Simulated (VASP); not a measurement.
Output of a VASP run:

File OSZICAR:
```
       N       E                     dE             d eps       ncg     rms          rms(c)
DAV:   1     0.100032538339E+03    0.10003E+03   -0.86970E+03 10264   0.131E+03
DAV:   2    -0.527688507266E+01   -0.10531E+03   -0.94461E+02 10332   0.253E+02
DAV:   3    -0.889750173632E+01   -0.36206E+01   -0.34755E+01 12362   0.562E+01
DAV:   4    -0.893703126137E+01   -0.39530E-01   -0.39509E-01 11797   0.506E+00
DAV:   5    -0.893799926758E+01   -0.96801E-03   -0.96799E-03 13099   0.901E-01    0.135E+01
DAV:   6    -0.974805611796E+01   -0.81006E+00   -0.10606E+01 10796   0.718E+01    0.207E+01
DAV:   7    -0.802191438373E+01    0.17261E+01   -0.70549E+00 12830   0.689E+01    0.749E+00
DAV:   8    -0.797246714850E+01    0.49447E-01   -0.32493E-01 12355   0.868E+00    0.372E+00
DAV:   9    -0.790546883074E+01    0.66998E-01   -0.13155E-01 14615   0.766E+00    0.128E+00
DAV:  10    -0.790287082022E+01    0.25980E-02   -0.23175E-02 15426   0.244E+00    0.523E-01
DAV:  11    -0.790235057021E+01    0.52025E-03   -0.15646E-03 14011   0.757E-01    0.200E-01
DAV:  12    -0.790236545606E+01   -0.14886E-04   -0.17435E-04 13126   0.174E-01    0.641E-02
DAV:  13    -0.790238016414E+01   -0.14708E-04   -0.37325E-05 11843   0.846E-02    0.349E-02
DAV:  14    -0.790238284736E+01   -0.26832E-05   -0.79817E-06 12674   0.526E-02    0.156E-02
DAV:  15    -0.790238356302E+01   -0.71565E-06   -0.45182E-06 13794   0.456E-02    0.383E-03
DAV:  16    -0.790238274863E+01    0.81439E-06   -0.31898E-07  9960   0.648E-03    0.270E-03
DAV:  17    -0.790238245606E+01    0.29257E-06   -0.13889E-07  9100   0.395E-03    0.135E-03
DAV:  18    -0.790238259779E+01   -0.14172E-06   -0.19111E-08  5628   0.305E-03    0.432E-04
DAV:  19    -0.790238261320E+01   -0.15412E-07   -0.70602E-09  5446   0.112E-03
   1 F= -.79023826E+01 E0= -.79024139E+01  d E =-.790238E+01  mag=     3.2518
```

### OUTCAR
```
------------------------ aborting loop because EDIFF is reached ----------------------------------------
  FORCE on cell =-STRESS in cart. coord.  units (eV):
  Direction    XX          YY          ZZ          XY          YZ          ZX
  --------------------------------------------------------------------------------------
  Total        0.9575095      0.9575095      0.9588217      0.0000000      0.0000000     -0.0000000
  in kB       51.9394527     51.9394527     52.0106334      0.0000000      0.0000000     -0.0000000
  external PRESSURE =      51.9631796 kB  Pullay stress =       0.0000000 kB
  volume of cell :       29.54
      direct lattice vectors                 reciprocal lattice vectors
     2.781266921  0.000000000  0.000000000     0.359548374  0.000000000  0.000000000
     0.000000000  2.781266921  0.000000000     0.000000000  0.359548374  0.000000000
     0.000000000  0.000000000  3.818308008     0.000000000  0.000000000  0.261896106
 POSITION                                       TOTAL-FORCE (eV/Angst)
 -----------------------------------------------------------------------------------
      0.00000      0.00000      0.00000         0.000000      0.000000      0.000000
      1.39063      1.39063      1.90915         0.000000      0.000000      0.000000
 -----------------------------------------------------------------------------------
    total drift:                                0.000000      0.000000     -0.000000
  FREE ENERGIE OF THE ION-ELECTRON SYSTEM (eV)
  ---------------------------------------------------
  free  energy   TOTEN  =        -7.9023826132 eV

  energy  without entropy=       -7.9024766038  energy(sigma->0) =       -7.90241394

 total charge

# of ion       s       p       d       tot
------------------------------------------
    1        0.385   0.383   6.171   6.940
    2        0.711   0.558   8.071   9.340
--------------------------------------------------
tot          1.096   0.941  14.242  16.279

 magnetization (x)

# of ion       s       p       d       tot
------------------------------------------
    1        0.004  -0.007   2.891   2.888
    2       -0.023  -0.060   0.447   0.364
--------------------------------------------------
tot         -0.019  -0.067   3.338   3.252

 reached required accuracy - stopping structural energy minimisation
```
(Selected blocks of OUTCAR.)

### POSCAR
```
FePt
1
    2.7812669210     0.0000000000     0.0000000000
    0.0000000000     2.7812669210     0.0000000000
    0.0000000000     0.0000000000     3.8183080083
Fe Pt
1 1
Direct
  0.0000000000   0.0000000000   0.0000000000
  0.5000000000   0.5000000000   0.5000000000
```

**Question.** Write an INCAR and KPOINTS that could have produced this output.

**Answer.** One answer among several that fit: the input of the run itself, vdW-DF2, plane waves, VASP's PBE PAW potentials (set 64).

KPOINTS:
```
Regular mesh
0
G
13 13 10
```

INCAR:
```
# general
SYSTEM    =  FePt
PREC      =  Accurate
ENCUT     =  520   # plane-wave cut-off (eV)
LREAL     =  F
LASPH     =  T   # aspherical one-centre terms

# electronic loop
EDIFF     =  1E-7
NELM      =  100   # most electronic steps
ALGO      =  Normal
LMAXMIX   =  6   # l cut-off of mixed one-centre charges

# smearing
ISMEAR    =  1
SIGMA     =  0.1   # width (eV)

# functional
GGA       =  ML
LUSE_VDW  =  T
AGGAC     =  0.0
ZAB_VDW   =  -1.8867

# spin
ISPIN     =  2   # spin-polarised
MAGMOM    =  2.9 0.3

# ions
IBRION    =  2
NSW       =  30   # most ionic steps
ISIF      =  4
EDIFFG    =  -0.01

# output
LWAVE     =  F
LCHARG    =  F
LORBIT    =  10
```

POTCAR, in this order: Fe Pt (PBE.64 set). Program: vasp_std.

The compound is FePt in the L1_0 structure. This cell is one point of a volume scan, at 0.97 of the reference volume.
